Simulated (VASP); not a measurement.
Here is the system:

```
CELL_PARAMETERS angstrom
      3.92448     0.00000     0.00000
      0.00000     3.92448     0.00000
      0.00000     0.00000     3.92448
ATOMIC_POSITIONS crystal
  Ti 0.00000 0.00000 0.00000
  Pt 0.00000 0.50000 0.50000
  Pt 0.50000 0.00000 0.50000
  Pt 0.50000 0.50000 0.00000
```

The numbers are results of r2SCAN meta-GGA with spin-orbit coupling, VASP's PBE PAW potentials (set 64) (plane waves; VASP), not measurements. Numerical set-up: 400 eV cut-off, 7×7×7 Γ-centred mesh, Gaussian smearing of 0.050 eV, potentials Ti_sv Pt.

Task: Give the energies of bands 35 to 48 at the high-symmetry points, in eV from the Fermi level.

Result: 
| band | Γ | X | M | R |
|---|---|---|---|---|
| 35 | -0.41 | -2.67 | -3.24 | -1.08 |
| 36 | -0.41 | -2.67 | -3.24 | -1.08 |
| 37 | 0.06 | -2.61 | -2.37 | -0.97 |
| 38 | 0.06 | -2.61 | -2.37 | -0.97 |
| 39 | 0.06 | -1.35 | -2.30 | -0.81 |
| 40 | 0.06 | -1.35 | -2.30 | -0.81 |
| 41 | 1.20 | -0.21 | -2.20 | -0.35 |
| 42 | 1.20 | -0.21 | -2.20 | -0.35 |
| 43 | 1.20 | -0.17 | 0.18 | -0.35 |
| 44 | 1.20 | -0.17 | 0.18 | -0.35 |
| 45 | 1.51 | -0.02 | 0.27 | -0.28 |
| 46 | 1.51 | -0.02 | 0.27 | -0.28 |
| 47 | 1.51 | 0.58 | 0.49 | 0.72 |
| 48 | 1.51 | 0.58 | 0.49 | 0.72 |

It has no gap at this level: it comes out as a metal or semimetal.

The compound is Pt3Ti in the L1_2 structure. It was relaxed first.
